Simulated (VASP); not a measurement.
Calculation: optB86b-vdW, VASP's PBE PAW potentials (set 64) (plane waves; VASP).

The input files of a VASP run:

KPOINTS:
```
Regular mesh
0
Gamma
 16 16 16
0 0 0
```

**POSCAR**
```
Pd
3.9057770
  0.0000000000   0.4999999979   0.4999999979
  0.4999999979   0.0000000000   0.4999999979
  0.4999999979   0.4999999979   0.0000000000
Pd
1
Cart
  0.0000000000   0.0000000000   0.0000000000
```

**INCAR**
```
! general
SYSTEM  =Pd
PREC    =Accurate
ENCUT   =520
LREAL   =.FALSE.   ! projection in real space or not
LASPH   =.TRUE.

! electronic loop
EDIFF   =1E-7   ! SCF stop (eV)
NELM    =100
ALGO    =Normal   ! blocked Davidson
LMAXMIX =4

! smearing
ISMEAR  =1
SIGMA   =0.1   ! width (eV)

! functional
GGA     =MK
LUSE_VDW=.TRUE.
AGGAC   =0.0
PARAM1  =0.1234
PARAM2  =1.0

! ions
ISIF    =2   ! forces and stress, cell fixed

! output
LWAVE   =.FALSE.
LCHARG  =.FALSE.
```

POTCAR, in this order: Pd (PBE.64 set). Program: vasp_std.

What VASP printed:

**OSZICAR**
```
       N       E                     dE             d eps       ncg     rms          rms(c)
DAV:   1     0.406676465273E+02    0.40668E+02   -0.53312E+03  2634   0.104E+03
DAV:   2    -0.238315533465E+01   -0.43051E+02   -0.41824E+02  2809   0.191E+02
DAV:   3    -0.272968627408E+01   -0.34653E+00   -0.33956E+00  3059   0.201E+01
DAV:   4    -0.273149359751E+01   -0.18073E-02   -0.18072E-02  2987   0.133E+00
DAV:   5    -0.273151780852E+01   -0.24211E-04   -0.24211E-04  3056   0.131E-01    0.765E+00
DAV:   6    -0.245220413594E+01    0.27931E+00   -0.13241E+00  2667   0.108E+01    0.360E+00
DAV:   7    -0.244149487747E+01    0.10709E-01   -0.73212E-03  2911   0.826E-01    0.191E+00
DAV:   8    -0.243747324007E+01    0.40216E-02   -0.11520E-03  2771   0.283E-01    0.488E-02
DAV:   9    -0.243747766176E+01   -0.44217E-05   -0.79629E-06  3742   0.304E-02    0.107E-02
DAV:  10    -0.243748171892E+01   -0.40572E-05   -0.16859E-06  2888   0.148E-02    0.210E-03
DAV:  11    -0.243748162070E+01    0.98220E-07   -0.27718E-08  2025   0.153E-03
   1 F= -.24374816E+01 E0= -.24374338E+01  d E =-.143601E-03
```

OUTCAR:
```
------------------------ aborting loop because EDIFF is reached ----------------------------------------
  FORCE on cell =-STRESS in cart. coord.  units (eV):
  Direction    XX          YY          ZZ          XY          YZ          ZX
  --------------------------------------------------------------------------------------
  Total       -0.0134564     -0.0134564     -0.0134564     -0.0000000      0.0000000      0.0000000
  in kB       -1.4473607     -1.4473607     -1.4473607     -0.0000000      0.0000000      0.0000000
  external PRESSURE =      -1.4473607 kB  Pullay stress =       0.0000000 kB
  volume of cell :       14.90
      direct lattice vectors                 reciprocal lattice vectors
     0.000000000  1.952888492  1.952888492    -0.256031003  0.256031003  0.256031003
     1.952888492  0.000000000  1.952888492     0.256031003 -0.256031003  0.256031003
     1.952888492  1.952888492  0.000000000     0.256031003  0.256031003 -0.256031003
 POSITION                                       TOTAL-FORCE (eV/Angst)
 -----------------------------------------------------------------------------------
      0.00000      0.00000      0.00000         0.000000      0.000000     -0.000000
 -----------------------------------------------------------------------------------
    total drift:                               -0.000000      0.000000      0.000000
  FREE ENERGIE OF THE ION-ELECTRON SYSTEM (eV)
  ---------------------------------------------------
  free  energy   TOTEN  =        -2.4374816207 eV

  energy  without entropy=       -2.4373380195  energy(sigma->0) =       -2.43743375
```
(Selected blocks of OUTCAR.)

OUTCAR:
```
 val. band max:        9.5133928992   @ k =   0.5000   0.1250   0.0000

 cond. band min:       9.5245316672   @ k =   0.5000   0.3750   0.0625


 Fermi energy:         9.5192160148

 k-point     1 :       0.0000    0.0000    0.0000
  band No.  band energies     occupation
      1       2.4376      2.00000
      2       6.7137      2.00000
      3       6.7137      2.00000
      4       6.7137      2.00000
      5       8.2995      2.00000
      6       8.2995      2.00000
      7      26.7885      0.00000
      8      31.4178      0.00000
      9      31.4178      0.00000

 k-point     2 :       0.0625    0.0000    0.0000
  band No.  band energies     occupation
      1       2.5785      2.00000
      2       6.6646      2.00000
      3       6.7624      2.00000
      4       6.7624      2.00000
      5       8.2764      2.00000
      6       8.2764      2.00000
      7      26.9346      0.00000
      8      30.5001      0.00000
      9      31.5771      0.00000

 k-point     3 :       0.1250    0.0000    0.0000
  band No.  band energies     occupation
      1       2.9810      2.00000
      2       6.5496      2.00000
      3       6.8837      2.00000
      4       6.8837      2.00000
      5       8.2345      2.00000
      6       8.2345      2.00000
      7      27.1918      0.00000
      8      28.7618      0.00000
      9      32.0201      0.00000

 k-point     4 :       0.1875    0.0000    0.0000
  band No.  band energies     occupation
      1       3.5636      2.00000
      2       6.4788      2.00000
      3       6.9964      2.00000
      4       6.9964      2.00000
      5       8.2604      2.00000
      6       8.2604      2.00000
      7      26.1481      0.00000
      8      28.0040      0.00000
      9      32.6191      0.00000

 k-point     5 :       0.2500    0.0000    0.0000
  band No.  band energies     occupation
      1       4.1150      2.00000
      2       6.6905      2.00000
      3       7.0020      2.00000
...
```

The compound is Pd in the fcc structure. It was relaxed first.
